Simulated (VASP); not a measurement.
Level of theory: PBE GGA, VASP's PBE PAW potentials (set 64) (plane waves; VASP).

VASP input:

INCAR:
```
ISMEAR = 0
LWAVE = .FALSE.
EDIFF = 1E-6   ! SCF stop (eV)
NELM = 100   ! most electronic steps
ALGO = Normal   ! blocked Davidson
LREAL = .FALSE.
LMAXMIX = 4
LCHARG = .FALSE.
SIGMA = 0.05   ! width (eV)
ENCUT = 520
PREC = Accurate
GGA = PE
LASPH = .TRUE.   ! aspherical one-centre terms
SYSTEM = GaN
ISIF = 2
```

### POSCAR
```
GaN
1.0
  1.6269000000  -2.8178730000   0.0000000000
  1.6269000000   2.8178730000   0.0000000000
  0.0000000000   0.0000000000   5.2938000000
Ga N
2 2
Cart
  1.6269000000  -0.9392928786   2.6469000000
  1.6269000000   0.9392928786   0.0000000000
  1.6269000000  -0.9392928786   4.6426626000
  1.6269000000   0.9392928786   1.9957626000
```

KPOINTS:
```
Automatic mesh
0
Gamma
7 7 4
0 0 0
```

POTCAR, in this order: Ga_d N (PBE.64 set). Program: vasp_std.

The resulting files:

File OSZICAR:
```
       N       E                     dE             d eps       ncg     rms          rms(c)
DAV:   1     0.276977109471E+03    0.27698E+03   -0.18510E+04  1084   0.299E+03
DAV:   2     0.964482072236E+01   -0.26733E+03   -0.25900E+03  1152   0.534E+02
DAV:   3    -0.266211499389E+02   -0.36266E+02   -0.35957E+02  1232   0.156E+02
DAV:   4    -0.281175939631E+02   -0.14964E+01   -0.14922E+01  1480   0.341E+01
DAV:   5    -0.281389329098E+02   -0.21339E-01   -0.21329E-01  1188   0.374E+00    0.106E+01
DAV:   6    -0.242154614160E+02    0.39235E+01   -0.15501E+01  1886   0.552E+01    0.315E+00
DAV:   7    -0.243247443645E+02   -0.10928E+00   -0.15699E+00  1136   0.110E+01    0.266E+00
DAV:   8    -0.243253163850E+02   -0.57202E-03   -0.29597E-01  1828   0.756E+00    0.902E-01
DAV:   9    -0.243025976808E+02    0.22719E-01   -0.11251E-01  1874   0.542E+00    0.374E-01
DAV:  10    -0.243036942005E+02   -0.10965E-02   -0.57140E-03  1228   0.835E-01    0.128E-01
DAV:  11    -0.243034933368E+02    0.20086E-03   -0.22977E-03  1600   0.847E-01    0.475E-02
DAV:  12    -0.243035175190E+02   -0.24182E-04   -0.24348E-04  1128   0.115E-01    0.396E-02
DAV:  13    -0.243035170274E+02    0.49155E-06   -0.79805E-05  1514   0.136E-01    0.194E-02
DAV:  14    -0.243035154318E+02    0.15956E-05   -0.10421E-05  1200   0.266E-02    0.166E-02
DAV:  15    -0.243035148089E+02    0.62289E-06   -0.13920E-06   814   0.104E-02
   1 F= -.24303515E+02 E0= -.24303515E+02  d E =-.669355E-14
```

### OUTCAR
```
------------------------ aborting loop because EDIFF is reached ----------------------------------------
  FORCE on cell =-STRESS in cart. coord.  units (eV):
  Direction    XX          YY          ZZ          XY          YZ          ZX
  --------------------------------------------------------------------------------------
  Total       -1.5375402     -1.5375397     -1.4275047      0.0000000      0.0000000      0.0000000
  in kB      -50.7524795    -50.7524629    -47.1203310      0.0000000      0.0000000      0.0000000
  external PRESSURE =     -49.5417578 kB  Pullay stress =       0.0000000 kB
  volume of cell :       48.54
      direct lattice vectors                 reciprocal lattice vectors
     1.626900000 -2.817873000  0.000000000     0.307332965 -0.177438799  0.000000000
     1.626900000  2.817873000  0.000000000     0.307332965  0.177438799  0.000000000
     0.000000000  0.000000000  5.293800000     0.000000000  0.000000000  0.188900223
  FREE ENERGIE OF THE ION-ELECTRON SYSTEM (eV)
  ---------------------------------------------------
  free  energy   TOTEN  =       -24.3035148089 eV

  energy  without entropy=      -24.3035148089  energy(sigma->0) =      -24.30351481
```
(Selected blocks of OUTCAR.)

The compound is GaN in the wurtzite structure. The cell was not relaxed at this level.
